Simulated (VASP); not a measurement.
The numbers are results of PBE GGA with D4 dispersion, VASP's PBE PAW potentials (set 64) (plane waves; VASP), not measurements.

Input for VASP

POSCAR:
```
ZnS
12.4633050
  0.1525979249  -0.2643073557   0.0000000000
  0.1525979249   0.2643073557   0.0000000000
  0.0000000000   0.0000000000   0.5000000018
Zn S
2 2
direct
  0.6666670000   0.3333330000   0.5001556216
  0.3333330000   0.6666670000   0.0001556216
  0.6666670000   0.3333330000   0.8748443784
  0.3333330000   0.6666670000   0.3748443784
```

### INCAR
```
ALGO = Normal
EDIFF = 1E-7
ENCUT = 520
GGA = PE
ICHARG = 11
ISMEAR = 0
IVDW = 13
LASPH = .TRUE.
LCHARG = .FALSE.
LMAXMIX = 4
LORBIT = 11
LREAL = .FALSE.
LWAVE = .FALSE.
NELM = 100
PREC = Accurate
SIGMA = 0.05
SYSTEM = ZnS
```

File KPOINTS:
```
k-points along high-symmetry lines
10
Line-mode
Reciprocal
  0.000000   0.000000   0.000000 ! GAMMA
  0.000000   0.500000   0.000000 ! M

  0.000000   0.500000   0.000000 ! M
 -0.333333   0.666667   0.000000 ! K

 -0.333333   0.666667   0.000000 ! K
  0.000000   0.000000   0.000000 ! GAMMA

  0.000000   0.000000   0.000000 ! GAMMA
  0.000000   0.000000   0.500000 ! A

  0.000000   0.000000   0.500000 ! A
  0.000000   0.500000   0.500000 ! L

  0.000000   0.500000   0.500000 ! L
 -0.333333   0.666667   0.500000 ! H

 -0.333333   0.666667   0.500000 ! H
  0.000000   0.000000   0.500000 ! A

  0.000000   0.500000   0.500000 ! L
  0.000000   0.500000   0.000000 ! M

 -0.333333   0.666667   0.500000 ! H
 -0.333333   0.666667   0.000000 ! K
```

POTCAR, in this order: Zn S (PBE.64 set). Program: vasp_std. Read from the step before: CHGCAR.

Output of the run:

**OSZICAR**
```
       N       E                     dE             d eps       ncg     rms          rms(c)
DAV:   1     0.235349160916E+03    0.23535E+03   -0.17828E+04  3960   0.200E+03
DAV:   2     0.901325880633E+01   -0.22634E+03   -0.22127E+03  4116   0.388E+02
DAV:   3    -0.123049848383E+02   -0.21318E+02   -0.21043E+02  4770   0.116E+02
DAV:   4    -0.127801648834E+02   -0.47518E+00   -0.47451E+00  4548   0.173E+01
DAV:   5    -0.127884135073E+02   -0.82486E-02   -0.82465E-02  4854   0.212E+00
DAV:   6    -0.127886393800E+02   -0.22587E-03   -0.22586E-03  4628   0.361E-01
DAV:   7    -0.127886483211E+02   -0.89411E-05   -0.89397E-05  4860   0.637E-02
DAV:   8    -0.127886486335E+02   -0.31236E-06   -0.31237E-06  4504   0.122E-02
DAV:   9    -0.127886486468E+02   -0.13342E-07   -0.13304E-07  3562   0.229E-03
   1 F= -.14024260E+02 E0= -.14024260E+02  d E =-.824740E-15
```

OUTCAR:
```
 val. band max:        2.2220122361   @ k =   0.0000   0.0000   0.0000

 cond. band min:       4.4581783669   @ k =  -0.0000   0.0000   0.0000



 k-point     1 :       0.0000    0.0000    0.0000
  band No.  band energies     occupation
      1     -11.0160      2.00000
      2     -10.0639      2.00000
      3      -4.1618      2.00000
      4      -4.1494      2.00000
      5      -4.1494      2.00000
      6      -4.0660      2.00000
      7      -4.0660      2.00000
      8      -3.6974      2.00000
      9      -3.6974      2.00000
     10      -3.6178      2.00000
     11      -3.6178      2.00000
     12      -3.4629      2.00000
     13      -3.1546      2.00000
     14       1.3168      2.00000
     15       1.3168      2.00000
     16       2.1478      2.00000
     17       2.2220      2.00000
     18       2.2220      2.00000
     19       4.4582      0.00000
     20       5.3267      0.00000
     21       8.5248      0.00000
     22       8.5249      0.00000

 k-point     2 :       0.0000    0.0556    0.0000
  band No.  band energies     occupation
      1     -10.9946      2.00000
      2     -10.0517      2.00000
      3      -4.1596      2.00000
      4      -4.1488      2.00000
      5      -4.1449      2.00000
      6      -4.0641      2.00000
      7      -4.0598      2.00000
      8      -3.7003      2.00000
      9      -3.6978      2.00000
     10      -3.6357      2.00000
     11      -3.6168      2.00000
     12      -3.4478      2.00000
     13      -3.1239      2.00000
     14       1.1340      2.00000
     15       1.2646      2.00000
     16       1.9986      2.00000
     17       2.1225      2.00000
     18       2.1952      2.00000
     19       4.6647      0.00000
     20       5.5004      0.00000
     21       8.4067      0.00000
     22       8.5899      0.00000

 k-point     3 :       0.0000    0.1111    0.0000
  band No.  band energies     occupation
      1     -10.9316      2.00000
      2     -10.0168      2.00000
...
```

The density is held fixed in this step, so its total energy and stress have no physical meaning.

The compound is ZnS in the wurtzite structure, the high-temperature form. It was relaxed first.
